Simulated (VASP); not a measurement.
VASP ran on this input.

### POSCAR
```
HoAs
1
    2.0463550000     1.1814640000     3.5023270000
   -2.0463550000     1.1814640000     3.5023270000
    0.0000000000    -2.3629270000     3.5023270000
Ho As
1 1
Direct
  0.7624000000   0.7624000000   0.7624000000
  0.2376000000   0.2376000000   0.2376000000
```

INCAR:
```
SYSTEM = HoAs
PREC = Accurate
ENCUT = 400
EDIFF = 1E-6
NELM = 100
ALGO = Normal
LREAL = .FALSE.
LASPH = .TRUE.
ISMEAR = 0
SIGMA = 0.05
GGA = PE
LMAXMIX = 6
LWAVE = .FALSE.
LCHARG = .FALSE.
ISIF = 2
LSORBIT = .TRUE.
MAGMOM = 0 0 0 0 0 0
GGA_COMPAT = .FALSE.
```

File KPOINTS:
```
Automatic mesh
0
Gamma
6 6 6
0 0 0
```

POTCAR, in this order: Ho_3 As (PBE.64 set). Program: vasp_std.

The run wrote:

File standard output:
```
 POSCAR found type information on POSCAR HoAs
 POSCAR found :  2 types and       2 ions
 Reading from existing POTCAR

 -----------------------------------------------------------------------------
|                                                                             |
|     EEEEEEE  RRRRRR   RRRRRR   OOOOOOO  RRRRRR      ###     ###     ###     |
|     E        R     R  R     R  O     O  R     R     ###     ###     ###     |
|     E        R     R  R     R  O     O  R     R     ###     ###     ###     |
|     EEEEE    RRRRRR   RRRRRR   O     O  RRRRRR       #       #       #      |
|     E        R   R    R   R    O     O  R   R                               |
|     E        R    R   R    R   O     O  R    R      ###     ###     ###     |
|     EEEEEEE  R     R  R     R  OOOOOOO  R     R     ###     ###     ###     |
|                                                                             |
|     ERROR: Noncollinear calculations require that VASP is compiled          |
|     without the flag -DNGXhalf and-DNGZhalf.                                |
|     You probably tried to run a noncollinear calculation                    |
|     (LNONCOLLINEAR=T) with the executable vasp_std. Use vasp_ncl            |
|     instead!                                                                |
|                                                                             |
|       ---->  I REFUSE TO CONTINUE WITH THIS SICK JOB ... BYE!!! <----       |
|                                                                             |
 -----------------------------------------------------------------------------
```

Task: Read input and log: which fault does this run have?
A. one atom is typed twice, on or next to the same site
B. a hybrid functional was run with ALGO = VeryFast
C. POTIM is too large for the ionic optimiser
D. LSORBIT needs the non-collinear program vasp_ncl

Result: D, LSORBIT needs the non-collinear program vasp_ncl. VASP stops with an error: ERROR: Noncollinear calculations require that VASP is compiled without the flag -DNGXhalf and-DNGZhalf. You probably tried to run a noncollinear calculation (LNONCOLLINEAR=T) with the executable vasp_std. Use vasp_ncl instead! ----> I REFUSE TO CONTINUE WITH THIS SICK JOB ... BYE!!! <----

To mend it, run vasp_ncl.

The mended run (PBE GGA with spin-orbit coupling, plane waves, VASP's PBE PAW potentials (set 64)) converges, and its OSZICAR ends with
```
   1 F= -.12351978E+02 E0= -.12351770E+02  d E =-.415259E-03  mag=    -0.0000     0.0000     0.0000
```

The structure was generated: HoAs was put into the alpha-GeTe type (R3m), which need not be its known phase. The cell was not relaxed at this level. The 4f electrons are frozen in the core of the lanthanide potential, so 4f levels, which can set the real gap, and their magnetism are missing.
